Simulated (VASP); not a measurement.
# Al3Si2F (Immm) in VASP: notebook

The runs below take Al3Si2F through equation of state, with PBE.

All numbers are computed with VASP 6.6.1; they aren't measurements. Logs are shortened: lines on timing, memory, paths and dates and some standing lists are left out, and cuts for length are marked.

**1. The crystal as given**

The structure is orthorhombic, space group Immm (No. 71). The conventional cell has a = 3.897 Å, b = 4.037 Å, c = 13.395 Å, α = 90.00°, β = 90.00°, γ = 90.00°. Al (site symmetry mm2) is surrounded by 4 Si at 2.52 to 2.56 Å and 4 Al at 2.81 Å. Al (site symmetry mmm) is surrounded by 2 F at 1.95 Å. Si (site symmetry mm2) has 6 Al at 2.52 to 2.68 Å as nearest neighbours. Around F (site symmetry mmm) lie 2 Al at 1.95 Å.

The cell was built by a generator and needn't be a form met in nature.

**2. Equation of state, PBE, 17.56 Å³/atom**

Input file INCAR:

```
SYSTEM = Al3Si2F
  PREC = Accurate
  ENCUT = 520
  EDIFF = 1E-6
  ISMEAR = 0
  SIGMA = 0.1
  LREAL = .FALSE.
  LASPH = .TRUE.
  NELM = 100
  ALGO = Normal
  ISIF = 4
  LWAVE = .FALSE.
  LCHARG = .FALSE.
  GGA = PE
  IBRION = 2
  NSW = 30
  EDIFFG = -0.02
  KPAR = 4
```

Input file KPOINTS:

```
regular mesh
0
G
  10 10 10
  0 0 0
```

Input file POSCAR:

```
Al3Si2F
1.0
   -1.9483300000      2.0187000000      6.6975400000
    1.9483300000     -2.0187000000      6.6975400000
    1.9483300000      2.0187000000     -6.6975400000
Al Si F
3 2 1
Direct
    0.2494610000      0.7494610000      0.5000000000
    0.7505390000      0.2505390000      0.5000000000
    0.0000000000      0.5000000000      0.5000000000
    0.6316480000      0.6316480000      0.0000000000
    0.3683520000      0.3683520000      0.0000000000
    0.0000000000      0.0000000000      0.0000000000
```

Potentials or basis: VASP PAW PBE potentials, release 64 (Al, Si, F).

Run with:

```
> cat potpaw_PBE.64/Al/POTCAR potpaw_PBE.64/Si/POTCAR potpaw_PBE.64/F/POTCAR > POTCAR
> mpirun -np 4 vasp_std > vasp.out
```

OUTCAR:

```text
SYSTEM = Al3Si2F
   PREC = Accurate
   ENCUT = 520
   EDIFF = 1E-6
   ISMEAR = 0
   LREAL = .FALSE.
   LASPH = .TRUE.
   NELM = 100
   ISIF = 4
   GGA = PE
   IBRION = 2
   NSW = 30
   EDIFFG = -0.02

 ion  position               nearest neighbor table
   1  0.249  0.749  0.500-   5 2.52   5 2.52   4 2.56   4 2.56   2 2.81   2 2.81   2 2.81   2 2.81
                             3 3.34
   2  0.751  0.251  0.500-   4 2.52   4 2.52   5 2.56   5 2.56   1 2.81   1 2.81   1 2.81   1 2.81
                             3 3.34
   3  0.000  0.500  0.500-   6 1.95   6 1.95   4 2.68   5 2.68   4 2.68   5 2.68   2 3.34   1 3.34

   4  0.632  0.632  0.000-   2 2.52   2 2.52   1 2.56   1 2.56   3 2.68   3 2.68
   5  0.368  0.368  0.000-   1 2.52   1 2.52   2 2.56   2 2.56   3 2.68   3 2.68
   6  0.000  0.000  0.000-   3 1.95   3 1.95

  LATTYP: Found a body centered orthorhombic cell.
 ALAT       =     3.8966600000
 B/A-ratio  =     1.0361181114
 C/A-ratio  =     3.4375798761

  Lattice vectors:

 A1 = (  -1.9483300000,   2.0187000000,   6.6975400000)
 A2 = (   1.9483300000,  -2.0187000000,   6.6975400000)
 A3 = (   1.9483300000,   2.0187000000,  -6.6975400000)

Analysis of symmetry for initial positions (statically):
=====================================================================
 Subroutine PRICEL returns:
 Original cell was already a primitive cell.

 Routine SETGRP: Setting up the symmetry group for a
 body centered orthorhombic supercell.

 Subroutine GETGRP returns: Found  8 space group operations
 (whereof  8 operations were pure point group operations)
 out of a pool of  8 trial point group operations.

The static configuration has the point symmetry D_2h.

Analysis of symmetry for dynamics (positions and initial velocities):
=====================================================================
 Subroutine PRICEL returns:
 Original cell was already a primitive cell.

 Routine SETGRP: Setting up the symmetry group for a
 body centered orthorhombic supercell.

 Subroutine GETGRP returns: Found  8 space group operations
 (whereof  8 operations were pure point group operations)
 out of a pool of  8 trial point group operations.

The dynamic configuration has the point symmetry D_2h.

 Subroutine INISYM returns: Found  8 space group operations
 (whereof  8 operations are pure point group operations),
 and found     1 'primitive' translations

----------------------------------------------------------------------------------------

                                     Primitive cell

  volume of cell :     105.3682

  direct lattice vectors                    reciprocal lattice vectors
    -1.948330000  2.018700000  6.697540000     0.000000000  0.247684153  0.074654276
     1.948330000 -2.018700000  6.697540000     0.256630037  0.000000000  0.074654276
     1.948330000  2.018700000 -6.697540000     0.256630037  0.247684153  0.000000000

  length of vectors
     7.261417322  7.261417322  7.261417322     0.258690357  0.267268099  0.356660084

  position of ions in fractional coordinates (direct lattice)
     0.249461000  0.749461000  0.500000000
     0.750539000  0.250539000  0.500000000
     0.000000000  0.500000000  0.500000000
     0.631648000  0.631648000  0.000000000
     0.368352000  0.368352000  0.000000000
     0.000000000  0.000000000  0.000000000

  ion indices of the primitive-cell ions
   primitive index   ion index
                 1           1
                 2           2
                 3           3
                 4           4
                 5           5
                 6           6

----------------------------------------------------------------------------------------

 KPOINTS: regular mesh

Automatic generation of k-mesh.
 Grid dimensions read from file:
 generate k-points for:   10   10   10

 Generating k-lattice:

  Cartesian coordinates                     Fractional coordinates (reciprocal lattice)
     0.000000000  0.024768415  0.007465428     0.100000000  0.000000000 -0.000000000
     0.025663004  0.000000000  0.007465428    -0.000000000  0.100000000  0.000000000
     0.025663004  0.024768415  0.000000000    -0.000000000  0.000000000  0.100000000

  Length of vectors
     0.025869036  0.026726810  0.035666008

  Shift w.r.t. Gamma in fractional coordinates (k-lattice)
     0.000000000  0.000000000  0.000000000

 Subroutine IBZKPT returns following result:
 ===========================================

 Found    171 irreducible k-points:

 Following reciprocal coordinates:
            Coordinates               Weight
  0.000000  0.000000  0.000000      1.000000
  0.100000  0.000000 -0.000000      4.000000
  0.200000  0.000000 -0.000000      4.000000
  0.300000  0.000000 -0.000000      4.000000
  0.400000  0.000000 -0.000000      4.000000
  0.500000  0.000000 -0.000000      2.000000
[... 16 lines left out ...]
 -0.400000  0.200000  0.000000      8.000000
 -0.300000  0.200000  0.000000      8.000000
 [... further k-points ...]
   k-points           NKPTS =    171   k-points in BZ     NKDIM =    171   number of bands    NBANDS=     16
   number of dos      NEDOS =    301   number of ions     NIONS =      6
   total plane-waves  NPLWV = 157464
   dimension x,y,z NGX =    54 NGY =   54 NGZ =   54
   dimension x,y,z NGXF=   108 NGYF=  108 NGZF=  108
   ions per type =               3   2   1
   NGX,Y,Z   is equivalent  to a cutoff of  12.36, 12.36, 12.36 a.u.
   NGXF,Y,Z  is equivalent  to a cutoff of  24.73, 24.73, 24.73 a.u.
 SYSTEM =  Al3Si2F
   PREC   = accura    normal or accurate (medium, high low for compatibility)
   ISTART =      0    job   : 0-new  1-cont  2-samecut
   ICHARG =      2    charge: 1-file 2-atom 10-const
   ISPIN  =      1    spin polarized calculation?
   LNONCOLLINEAR =      F non collinear calculations
   LSORBIT =      F    spin-orbit coupling
   LASPH  =      T    aspherical Exc in radial PAW
   ENCUT  =  520.0 eV  38.22 Ry    6.18 a.u.  13.50 13.50 13.50*2*pi/ulx,y,z
   NELM   =    100;   NELMIN=  2; NELMDL= -5     # of ELM steps
   EDIFF  = 0.1E-05   stopping-criterion for ELM
   LREAL  =      F    real-space projection
   EDIFFG = -.2E-01   stopping-criterion for IOM
   NSW    =     30    number of steps for IOM
   IBRION =      2    ionic relax: 0-MD 1-quasi-New 2-CG
   NFREE  =      1    steps in history (QN), initial steepest desc. (CG)
   ISIF   =      4    stress and relaxation
   ISYM   =      2    0-nonsym 1-usesym 2-fastsym
   POTIM  = 0.5000    time-step for ionic-motion
   TEBEG  =    0.0;   TEEND  =   0.0 temperature during run
   PSTRESS=    0.0 pullay stress
   NELECT =      24.0000    total number of electrons
   NUPDOWN=      -1.0000    fix difference up-down
   EMIN   =  10.00;   EMAX   =-10.00  energy-range for DOS
   EFERMI =   0.00;   METHOD = LEGACY
   ISMEAR =     0;   SIGMA  =   0.10  broadening in eV -4-tet -1-fermi 0-gaus
   EFERMI_NEDOS =   21; number of points for ismear=-14 and -15
   IALGO  =     38    algorithm
   IMIX   =      4    mixing-type and parameters
     AMIX     =   0.40;   BMIX     =  1.00
     AMIX_MAG =   1.60;   BMIX_MAG =  1.00
  volume/ion in A,a.u.               =      17.56       118.51
  Fermi-wavevector in a.u.,A,eV,Ry     =   0.999790  1.889329 13.600107  0.999580
  Thomas-Fermi vector in A             =   2.132103
   LORBIT       =      0    0 simple, 1 ext, 2 COOP (PROOUT), +10 PAW based schemes
   GGA     = PE    functional components
   LHFCALC =     F    Hartree Fock is set to
   AEXX    =    0.0000 exact exchange contribution
   IVDW    =     0    specifies the selected vdW correction
   LEPSILON=     F    determine dielectric tensor
   LRPA    =     F    only Hartree local field effects (RPA)
 conjugate gradient relaxation of ions
 non-spin polarized calculation
 Gauss-broadening in eV      SIGMA  =   0.10
  energy-cutoff  :      520.00
  volume of cell :      105.37
 maximum number of plane-waves:      2860
   NGX = 27   NGY = 27   NGZ = 27

 number of electron      23.9999998 magnetization

 Free energy of the ion-electron system (eV)
  ---------------------------------------------------
  ext. energy  EPLUGINS =         0.00000000
  ---------------------------------------------------
  free energy    TOTEN  =       -26.89241842 eV

  energy without entropy =      -26.88319821  energy(sigma->0) =      -26.88780832

 E-fermi :   5.9120     XC(G=0):  -9.5223

 val. band max:        5.9098360228   @ k =   0.5000  -0.3000   0.3000
 cond. band min:       5.9233723825   @ k =   0.5000   0.5000   0.1000
 fundamental gap:      0.0135363597
 Fermi energy:         5.9120078513

 k-point     1 :       0.0000    0.0000    0.0000
  band No.  band energies     occupation
      1     -18.9491      2.00000
      2      -5.1082      2.00000
      3      -2.5326      2.00000
      4      -2.0345      2.00000
      5      -0.2610      2.00000
      6      -0.0657      2.00000
[... 8 lines left out ...]
     15       7.5594      0.00000
     16       9.1098      0.00000

 k-point     2 :       0.1000    0.0000   -0.0000
  band No.  band energies     occupation
      1     -18.9482      2.00000
      2      -5.0267      2.00000
      3      -2.4920      2.00000
      4      -2.0300      2.00000
      5      -0.4085      2.00000
      6       0.1181      2.00000
[... 8 lines left out ...]
     15       7.7795      0.00000
     16       9.1347      0.00000

 k-point     3 :       0.2000    0.0000   -0.0000
  band No.  band energies     occupation
      1     -18.9459      2.00000
      2      -4.7844      2.00000
      3      -2.3966      2.00000
      4      -2.0181      2.00000
      5      -0.5440      2.00000
      6      -0.0415      2.00000
[... 8 lines left out ...]
     15       8.5544      0.00000
     16       8.9374      0.00000

 k-point     4 :       0.3000    0.0000   -0.0000
  band No.  band energies     occupation
      1     -18.9428      2.00000
      2      -4.3895      2.00000
      3      -2.3608      2.00000
      4      -2.0032      2.00000
      5      -0.5762      2.00000
      6      -0.5140      2.00000
[... 8 lines left out ...]
     15       8.4957      0.00000
     16       9.3986      0.00000

 k-point     5 :       0.4000    0.0000   -0.0000
  band No.  band energies     occupation
      1     -18.9403      2.00000
      2      -3.8653      2.00000
      3      -2.6183      2.00000
      4      -1.9911      2.00000
      5      -0.8917      2.00000
      6      -0.4380      2.00000
[... 8 lines left out ...]
     15       8.1994      0.00000
     16       9.1104      0.00000

 k-point     6 :       0.5000    0.0000   -0.0000
  band No.  band energies     occupation
      1     -18.9392      2.00000
      2      -3.3899      2.00000
      3      -3.0454      2.00000
      4      -1.9864      2.00000
      5      -0.9889      2.00000
      6      -0.2314      2.00000
[... 8 lines left out ...]
     15       8.4932      0.00000
     16       8.6430      0.00000
[... 267 lines left out ...]
 k-point    21 :       0.4000    0.2000   -0.0000
  band No.  band energies     occupation
      1     -18.9220      2.00000
      2      -3.5015      2.00000
      3      -2.5720      2.00000
      4      -2.3504      2.00000
      5      -0.5459      2.00000
      6      -0.1574      2.00000
[... 8 lines left out ...]
     15       8.4304      0.00000
     16       9.0870      0.00000

 k-point    22 :       0.5000    0.2000   -0.0000
  band No.  band energies     occupation
      1     -18.9212      2.00000
      2      -3.0864      2.00000
      3      -2.7596      2.00000
      4      -2.3989      2.00000
      5      -0.7095      2.00000
      6      -0.2191      2.00000
[... 8 lines left out ...]
     15       8.4077      0.00000
     16       8.8555      0.00000

 k-point    23 :      -0.4000    0.2000    0.0000
  band No.  band energies     occupation
      1     -18.9221      2.00000
      2      -3.6340      2.00000
      3      -2.3603      2.00000
      4      -2.2013      2.00000
      5      -0.6681      2.00000
      6      -0.4621      2.00000
[... 8 lines left out ...]
     15       8.1511      0.00000
     16       9.3475      0.00000

 k-point    24 :      -0.3000    0.2000    0.0000
  band No.  band energies     occupation
      1     -18.9245      2.00000
      2      -4.1486      2.00000
      3      -2.3657      2.00000
      4      -1.9824      2.00000
      5      -0.5105      2.00000
      6      -0.3701      2.00000
[... 8 lines left out ...]
     15       8.1870      0.00000
     16       9.9375      0.00000

 [... further k-points ...]

------------------------ aborting loop because EDIFF is reached ----------------------------------------

  FORCE on cell =-STRESS in cart. coord.  units (eV):
  Direction    XX          YY          ZZ          XY          YZ          ZX
  --------------------------------------------------------------------------------------
  -------------------------------------------------------------------------------------
  Total       -0.0144328      0.0153700      0.0171605     -0.0000000      0.0000000      0.0000000
  in kB       -0.2194574      0.2337090      0.2609335     -0.0000000      0.0000000      0.0000000
  external PRESSURE =       0.0917284 kB  Pullay stress =       0.0000000 kB

 VOLUME and BASIS-vectors are now :
 -----------------------------------------------------------------------------
  energy-cutoff  :      520.00
  volume of cell :      105.37
      direct lattice vectors                 reciprocal lattice vectors
    -1.948330000  2.018700000  6.697540000     0.000000000  0.247684153  0.074654276
     1.948330000 -2.018700000  6.697540000     0.256630037  0.000000000  0.074654276
     1.948330000  2.018700000 -6.697540000     0.256630037  0.247684153  0.000000000

 POSITION                                       TOTAL-FORCE (eV/Angst)
 -----------------------------------------------------------------------------------
      1.94833      0.00000      3.34155        -0.000000      0.000000     -0.002954
      0.00000      2.01870      3.35599         0.000000      0.000000      0.002954
      1.94833      0.00000      0.00000        -0.000000     -0.000000     -0.000000
      0.00000      0.00000      8.46098        -0.000000      0.000000      0.000441
      0.00000      0.00000      4.93410        -0.000000     -0.000000     -0.000441
      0.00000      0.00000      0.00000        -0.000000     -0.000000     -0.000000
 -----------------------------------------------------------------------------------
    total drift:                               -0.000000     -0.000000      0.000000

  FREE ENERGIE OF THE ION-ELECTRON SYSTEM (eV)
  ---------------------------------------------------
  free  energy   TOTEN  =       -26.8924184178 eV

  energy  without entropy=      -26.8831982147  energy(sigma->0) =      -26.88780832

 reached required accuracy - stopping structural energy minimisation
```

Wall time 2.5 min (4 MPI ranks of Intel Xeon Platinum 8488C (Sapphire Rapids), shared host); peak memory 0.58 GiB.

Results:

```
Free energy            : -26.8924 eV
Pressure               : 0.0 GPa
Band gap on the k mesh : none (metal or under the smearing width)
```

**3. Equation of state, PBE, 17.03 Å³/atom (volume scaled by 0.97)**

INCAR is that of step 2.

KPOINTS is that of step 2.

POSCAR: that of step 2 with these lines changed.

```diff
@@ -2,5 +2,5 @@
 1.0
-   -1.9483300000      2.0187000000      6.6975400000
-    1.9483300000     -2.0187000000      6.6975400000
-    1.9483300000      2.0187000000     -6.6975400000
+   -1.9286485534      1.9983076967      6.6298834552
+    1.9286485534     -1.9983076967      6.6298834552
+    1.9286485534      1.9983076967     -6.6298834552
 Al Si F
```

Potentials or basis: VASP PAW PBE potentials, release 64 (Al, Si, F).

Run with:

```
> cat potpaw_PBE.64/Al/POTCAR potpaw_PBE.64/Si/POTCAR potpaw_PBE.64/F/POTCAR > POTCAR
> mpirun -np 4 vasp_std > vasp.out
```

It took 7.1 min on 4 MPI ranks of Intel Xeon Platinum 8488C (Sapphire Rapids), shared host; peak memory 0.62 GiB.

The run converged. Its results:

```
Free energy            : -26.8694 eV
Pressure               : 2.2 GPa
Largest force          : 0.014 eV/Å
Band gap on the k mesh : none (metal or under the smearing width)
```

**4. Equation of state, PBE, 18.09 Å³/atom (volume scaled by 1.03)**

INCAR is that of step 3.

KPOINTS is that of step 3.

POSCAR: that of step 3 with these lines changed.

```diff
@@ -2,5 +2,5 @@
 1.0
-   -1.9286485534      1.9983076967      6.6298834552
-    1.9286485534     -1.9983076967      6.6298834552
-    1.9286485534      1.9983076967     -6.6298834552
+   -1.9676216507      2.0386884287      6.7638565901
+    1.9676216507     -2.0386884287      6.7638565901
+    1.9676216507      2.0386884287     -6.7638565901
 Al Si F
```

Run with:

```
> cat potpaw_PBE.64/Al/POTCAR potpaw_PBE.64/Si/POTCAR potpaw_PBE.64/F/POTCAR > POTCAR
> mpirun -np 4 vasp_std > vasp.out
```

It took 6 min on 4 MPI ranks of Intel Xeon Platinum 8488C (Sapphire Rapids), shared host; peak memory 0.65 GiB.

Results (log left out):

```
Free energy            : -26.8746 eV
Pressure               : -1.9 GPa
Largest force          : 0.005 eV/Å
Band gap on the k mesh : none (metal or under the smearing width)
```

**5. Equation of state, PBE, 16.51 Å³/atom (volume scaled by 0.94)**

INCAR is that of step 4.

KPOINTS is that of step 4.

POSCAR: that of step 4 with these lines changed.

```diff
@@ -2,5 +2,5 @@
 1.0
-   -1.9676216507      2.0386884287      6.7638565901
-    1.9676216507     -2.0386884287      6.7638565901
-    1.9676216507      2.0386884287     -6.7638565901
+   -1.9085570032      1.9774904777      6.5608171466
+    1.9085570032     -1.9774904777      6.5608171466
+    1.9085570032      1.9774904777     -6.5608171466
 Al Si F
```

Run with:

```
> cat potpaw_PBE.64/Al/POTCAR potpaw_PBE.64/Si/POTCAR potpaw_PBE.64/F/POTCAR > POTCAR
> mpirun -np 4 vasp_std > vasp.out
```

Wall time 8.8 min (4 MPI ranks of Intel Xeon Platinum 8488C (Sapphire Rapids), shared host); peak memory 0.6 GiB.

Results (log left out):

```
Free energy            : -26.8000 eV
Pressure               : 4.7 GPa
Largest force          : 0.008 eV/Å
Band gap on the k mesh : none (metal or under the smearing width)
```

**6. Equation of state, PBE, 18.62 Å³/atom (volume scaled by 1.06)**

INCAR is that of step 5.

KPOINTS is that of step 5.

POSCAR: that of step 5 with these lines changed.

```diff
@@ -2,5 +2,5 @@
 1.0
-   -1.9085570032      1.9774904777      6.5608171466
-    1.9085570032     -1.9774904777      6.5608171466
-    1.9085570032      1.9774904777     -6.5608171466
+   -1.9865422503      2.0582924046      6.8288976627
+    1.9865422503     -2.0582924046      6.8288976627
+    1.9865422503      2.0582924046     -6.8288976627
 Al Si F
```

Potentials or basis: VASP PAW PBE potentials, release 64 (Al, Si, F).

Run with:

```
> cat potpaw_PBE.64/Al/POTCAR potpaw_PBE.64/Si/POTCAR potpaw_PBE.64/F/POTCAR > POTCAR
> mpirun -np 4 vasp_std > vasp.out
```

It took 7.1 min on 4 MPI ranks of Intel Xeon Platinum 8488C (Sapphire Rapids), shared host; peak memory 0.68 GiB.

The run converged. Its results:

| Item | Value |
| --- | --- |
| Free energy | -26.8226 eV |
| Pressure | -3.5 GPa |
| Largest force | 0.014 eV/Å |
| Band gap on the k mesh | none (metal or under the smearing width) |
